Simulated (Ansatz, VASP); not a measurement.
## NiSb (Breithauptite) in two plane-wave programs

Wanted: the spread between two codes on one cell, functional and k mesh. The two relaxations start from unlike cells of this crystal (the structure described is Ansatz's start), so only their ends are compared.

Main program and level: Ansatz 0.2.0; plane waves, with VASP 6.6.1 beside it; relaxation of cell and atoms at PBEsol.

## Step 1: Starting point

It takes space group P6_3/mmc (No. 194, hexagonal). The conventional cell has a = 3.940 Å, b = 3.940 Å, c = 5.140 Å, α = 90.00°, β = 90.00°, γ = 120.00°. Nearest to Ni lie 2 Ni at 2.57 Å and 6 Sb at 2.61 Å. Nearest to Sb lie 6 Ni at 2.61 Å. Farther neighbours are not listed.

As a file:

```cif
data_structure
_symmetry_space_group_name_H-M 'P 1'
_symmetry_Int_Tables_number 1
_cell_length_a 3.9400
_cell_length_b 3.9400
_cell_length_c 5.1400
_cell_angle_alpha 90.000
_cell_angle_beta 90.000
_cell_angle_gamma 120.000
_cell_volume 69.10
loop_
_atom_site_label
_atom_site_type_symbol
_atom_site_fract_x
_atom_site_fract_y
_atom_site_fract_z
_atom_site_occupancy
Ni1 Ni 0.00000 0.00000 0.00000 1
Ni2 Ni 0.00000 0.00000 0.50000 1
Sb3 Sb 0.33333 0.66667 0.25000 1
Sb4 Sb 0.66667 0.33333 0.75000 1
```

## Step 2: VASP: relaxation of cell and atoms, PBEsol

The relaxed volume is the usual yardstick between codes: in a stiff, nearly cubic crystal its relative difference is about their pressure difference at one cell divided by the bulk modulus.

Lines of VASP's logs that name or quote its potential files are left out, and so is its time.

Input file INCAR:

```
SYSTEM = NiSb
PREC = Accurate
ENCUT = 600
EDIFF = 1E-07
NELM = 120
ISMEAR = 0
SIGMA = 0.1
LREAL = .FALSE.
ALGO = Normal
GGA = PS
NBANDS = 21
LASPH = .TRUE.
LORBIT = 11
LWAVE = .FALSE.
LCHARG = .FALSE.
ISIF = 3
IBRION = 2
NSW = 80
EDIFFG = -0.005
GGA_COMPAT = .FALSE.
NELMIN = 4
KPAR = 2
```

Input file POSCAR:

```
NiSb
1.0
    3.9142479705      0.0000000000      0.0000000000
   -1.9571239852      3.3898380900      0.0000000000
    0.0000000000      0.0000000000      5.0730274685
Ni Sb
2 2
Direct
    0.0000000000      0.0000000000      0.0000000000
    0.0000000000      0.0000000000      0.5000000000
    0.3333333333      0.6666666667      0.2500000000
    0.6666666667      0.3333333333      0.7500000000
```

Input file KPOINTS:

```
Automatic mesh
0
Gamma
12 12 8
0 0 0
```

Potentials, in the order of the species: Ni and Sb (PBE family, release 64).

Command:

```sh
$ mpirun -np 2 vasp_std
```

Numbers of over 12 decimals in the logs are rounded to 6 here.

What it wrote:

```text
[banner, memory and clock lines left out]
running    2 mpi-ranks, on    1 nodes
 distrk:  each k-point on    1 cores,    2 groups
 distr:  one band on    1 cores,    1 groups

 POSCAR found type information on POSCAR NiSb
 POSCAR found :  2 types and       4 ions
|                                                                             |
|               ----> ADVICE to this user running VASP <----                  |
|                                                                             |
|     You enforced a specific xc type in the INCAR file but a different       |
|     [... a line on the potential file left out ...]
|     I HOPE YOU KNOW WHAT YOU ARE DOING!                                     |
|                                                                             |

 LDA part: xc-table for (Slater+PW92), standard interpolation
 POSCAR, INCAR and KPOINTS ok, starting setup
 FFT: planning ... GRIDC
 FFT: planning ... GRID_SOFT
 FFT: planning ... GRID
 WAVECAR not read
 entering main loop
       N       E                     dE             d eps       ncg     rms          rms(c)
DAV:   1     0.179594572640E+03    0.17959E+03   -0.13644E+04  3990   0.165E+03
DAV:   2    -0.143030707562E+02   -0.19390E+03   -0.18624E+03  4015   0.318E+02
DAV:   3    -0.242161825510E+02   -0.99131E+01   -0.95872E+01  4782   0.887E+01
DAV:   4    -0.244541117764E+02   -0.23793E+00   -0.23725E+00  4465   0.126E+01
DAV:   5    -0.244617082018E+02   -0.75964E-02   -0.75956E-02  5229   0.240E+00    0.144E+01
DAV:   6    -0.274597090684E+02   -0.29980E+01   -0.35120E+01  4451   0.109E+02    0.186E+01
DAV:   7    -0.227236027736E+02    0.47361E+01   -0.13113E+01  4540   0.761E+01    0.365E+00
DAV:   8    -0.227416589711E+02   -0.18056E-01   -0.13483E+00  5722   0.109E+01    0.259E+00
DAV:   9    -0.226858714605E+02    0.55788E-01   -0.22260E-01  4592   0.799E+00    0.493E-01
DAV:  10    -0.226861181855E+02   -0.24673E-03   -0.66717E-03  4569   0.855E-01    0.390E-01
DAV:  11    -0.226857319762E+02    0.38621E-03   -0.72191E-04  4343   0.267E-01    0.104E-01
DAV:  12    -0.226856239175E+02    0.10806E-03   -0.29066E-04  5048   0.299E-01    0.439E-02
DAV:  13    -0.226856223424E+02    0.15751E-05   -0.31461E-05  4614   0.466E-02    0.271E-02
DAV:  14    -0.226856214914E+02    0.85102E-06   -0.47198E-06  4533   0.226E-02    0.358E-03
DAV:  15    -0.226856209040E+02    0.58742E-06   -0.40057E-07  4250   0.701E-03    0.109E-03
DAV:  16    -0.226856209191E+02   -0.15174E-07   -0.37950E-08  2385   0.177E-03
   1 F= -.22685621E+02 E0= -.22681559E+02  d E =-.226856E+02
 curvature:   0.00 expect dE= 0.000E+00 dE for cont linesearch  0.000E+00
 trial: gam= 0.00000 g(F)=  0.433E-46 g(S)=  0.434E-04 ort = 0.000E+00 (trialstep = 0.100E+01)
 search vector abs. value=  0.434E-04
 bond charge predicted
       N       E                     dE             d eps       ncg     rms          rms(c)
DAV:   1    -0.226864504561E+02   -0.82955E-03   -0.78555E-03  4455   0.144E+00    0.272E-01
DAV:   2    -0.226880265974E+02   -0.15761E-02   -0.15870E-02  4546   0.243E+00    0.412E-01
DAV:   3    -0.226856405511E+02    0.23860E-02   -0.71096E-03  4538   0.168E+00    0.461E-02
DAV:   4    -0.226856166566E+02    0.23894E-04   -0.20334E-04  4130   0.111E-01    0.151E-02
DAV:   5    -0.226856135631E+02    0.30936E-05   -0.92475E-06  5599   0.492E-02    0.441E-03
DAV:   6    -0.226856137619E+02   -0.19889E-06   -0.13565E-06  4821   0.865E-03    0.185E-03
DAV:   7    -0.226856138010E+02   -0.39019E-07   -0.69687E-08  2370   0.258E-03
   2 F= -.22685614E+02 E0= -.22681544E+02  d E =0.711816E-05
 trial-energy change:    0.000007  1 .order   -0.000001   -0.000043    0.000042
 step:   0.3790(harm=  0.5080)  dis= 0.00000  next Energy=   -22.685629 (dE=-0.780E-05)
 bond charge predicted
       N       E                     dE             d eps       ncg     rms          rms(c)
DAV:   1    -0.226859497910E+02   -0.33603E-03   -0.30431E-03  4445   0.894E-01    0.170E-01
DAV:   2    -0.226865724074E+02   -0.62262E-03   -0.61687E-03  4538   0.152E+00    0.256E-01
DAV:   3    -0.226856386293E+02    0.93378E-03   -0.27664E-03  4523   0.105E+00    0.275E-02
DAV:   4    -0.226856306787E+02    0.79506E-05   -0.83019E-05  4133   0.634E-02    0.110E-02
DAV:   5    -0.226856287091E+02    0.19696E-05   -0.41643E-06  5418   0.345E-02    0.332E-03
DAV:   6    -0.226856285193E+02    0.18973E-06   -0.56759E-07  4202   0.509E-03    0.127E-03
DAV:   7    -0.226856284398E+02    0.79550E-07   -0.27228E-08  2150   0.189E-03
   3 F= -.22685628E+02 E0= -.22681563E+02  d E =-.752065E-05
 curvature:  -0.24 expect dE=-0.170E-06 dE for cont linesearch -0.161E-06
 trial: gam=-0.10865 g(F)=  0.415E-46 g(S)=  0.719E-06 ort = 0.543E-05 (trialstep = 0.876E+00)
 search vector abs. value=  0.505E-07
 reached required accuracy - stopping structural energy minimisation
```

Parts of OUTCAR (step 2):

```text
ion  position               nearest neighbor table
   1  0.000  0.000  0.000-   2 2.54   2 2.54   3 2.59   4 2.59   3 2.59   4 2.59   4 2.59   3 2.59

  LATTYP: Found a hexagonal cell.
 ALAT       =     3.9142479705
 C/A-ratio  =     1.2960414125

 Subroutine GETGRP returns: Found 24 space group operations
 (whereof 12 operations were pure point group operations)

The static configuration has the point symmetry D_3d.
 The point group associated with its full space group is D_6h.

 Found     95 irreducible k-points:

   k-points           NKPTS =     95   k-points in BZ     NKDIM =     95   number of bands    NBANDS=     21

   dimension x,y,z NGX =    32 NGY =   32 NGZ =   42
   dimension x,y,z NGXF=    64 NGYF=   64 NGZF=   84

   ENCUT  =  600.0 eV  44.10 Ry    6.64 a.u.   7.82  7.82 10.13*2*pi/ulx,y,z

   NELECT =      30.0000    total number of electrons

 k-points in reciprocal lattice and weights: Automatic mesh
   0.00000000  0.00000000  0.00000000       0.001
   0.08333333  0.00000000  0.00000000       0.005
   0.16666667  0.00000000  0.00000000       0.005
   0.25000000 -0.00000000  0.00000000       0.005
   0.33333333  0.00000000  0.00000000       0.005
   0.41666667  0.00000000  0.00000000       0.005
   0.50000000 -0.00000000  0.00000000       0.003
   0.08333333  0.08333333  0.00000000       0.005
   0.16666667  0.08333333  0.00000000       0.010
[...]
0.33333333  0.25000000  0.50000000       0.010
   0.33333333  0.33333333  0.50000000       0.002

 average (electrostatic) potential at core
       1 -81.1334       2 -81.1334       3 -82.5666       4 -82.5666

 E-fermi :  10.1529

 k-point     1 :       0.0000    0.0000    0.0000
  band No.  band energies     occupation
    ...
      9       7.9606      2.00000
     10       7.9606      2.00000
     11       8.7804      2.00000
     12       8.7804      2.00000
     13      10.1323      1.22875
     14      10.7000      0.00000
     15      10.7000      0.00000
     16      12.6374      0.00000
     17      12.6374      0.00000
     18      13.2043      0.00000
    ...

 k-point     2 :       0.0833    0.0000    0.0000
  band No.  band energies     occupation
    ...
     10       7.9769      2.00000
     11       8.7754      2.00000
     12       8.7811      2.00000
     13      10.0239      1.93174
     14      10.1033      1.51668
     15      10.3733      0.00182
     16      12.1257      0.00000
     17      12.9422      0.00000
     18      14.1172      0.00000
     19      14.1576      0.00000
    ...

 k-point     3 :       0.1667    0.0000    0.0000
  band No.  band energies     occupation
    ...
     11       8.7627      2.00000
     12       8.7831      2.00000
     13       8.9922      2.00000
     14       9.7426      2.00000
     15      10.0072      1.96052
     16      11.5809      0.00000
     17      13.4662      0.00000
     18      13.5830      0.00000
     19      14.7926      0.00000
     20      15.8947      0.00000
    ...

  Total        0.0051430      0.0051430      0.0025889      0.0000000     -0.0000000      0.0000000
  in kB        0.1223573      0.1223573      0.0615931      0.0000000     -0.0000000      0.0000000
  external PRESSURE =       0.1021026 kB  Pullay stress =       0.0000000 kB

  energy-cutoff  :      600.00
  volume of cell :       67.34
      direct lattice vectors                 reciprocal lattice vectors
     3.914884572  0.000000000  0.000000000     0.255435373  0.147475685 -0.000000000
    -1.957442286  3.390389403  0.000000000    -0.000000000  0.294951370 -0.000000000
     0.000000000  0.000000000  5.073784513     0.000000000 -0.000000000  0.197091539

 POSITION                                       TOTAL-FORCE (eV/Angst)
 -----------------------------------------------------------------------------------
      0.00000      0.00000      0.00000         0.000000      0.000000     -0.000000
      0.00000      0.00000      2.53689         0.000000     -0.000000     -0.000000
     -0.00000      2.26026      1.26845        -0.000000      0.000000     -0.000000
      1.95744      1.13013      3.80534         0.000000     -0.000000      0.000000
 -----------------------------------------------------------------------------------
    total drift:                                0.000000     -0.000000      0.000000

  FREE ENERGIE OF THE ION-ELECTRON SYSTEM (eV)
  ---------------------------------------------------
  free  energy   TOTEN  =       -22.6856284398 eV

  energy  without entropy=      -22.6774984281  energy(sigma->0) =      -22.68156343

 reached required accuracy - stopping structural energy minimisation

 total charge
# of ion       s       p       d       tot
------------------------------------------
    1        0.460   0.504   8.476   9.440
    2        0.460   0.504   8.476   9.440
    3        1.130   1.230   0.078   2.439
    4        1.130   1.230   0.078   2.439
--------------------------------------------------
tot          3.180   3.469  17.109  23.758

[... 3 further parts left out ...]
```

CONTCAR:

```
NiSb
   1.00000000000000
     3.9148845717835914    0.0000000000000094    0.0000000000000000
    -1.9574422858417795    3.3903894028401629    0.0000000000000000
     0.0000000000000000    0.0000000000000000    5.0737845127445969
  Ni              Sb
     2     2
Direct
     0.0000000000000000    0.0000000000000000    0.0000000000000000
     0.0000000000000000    0.0000000000000000    0.5000000000000000
     0.3333333332999970    0.6666666667000030    0.2500000000000000
     0.6666666667000030    0.3333333332999970    0.7500000000000000
```

This run has no spin polarisation, so a moment on Ni, if there is one, isn't seen. The run keeps the 24 symmetry operations of its start, so it cannot find a distortion of lower symmetry.

(Continued in part 2 of 2.)

[Lines on the potential files, build, host, timing and source positions are cut from VASP's logs without a mark.]

[Logs are printed without paths, hosts, clocks, repeated set-up lines and the standing remarks that a program may print on its own settings, such as how far it seeks lower states.]

[Hosts, paths, dates, database ids (printed as entryN), source tags and the programs' standing remarks are cut or masked in the printed files.]
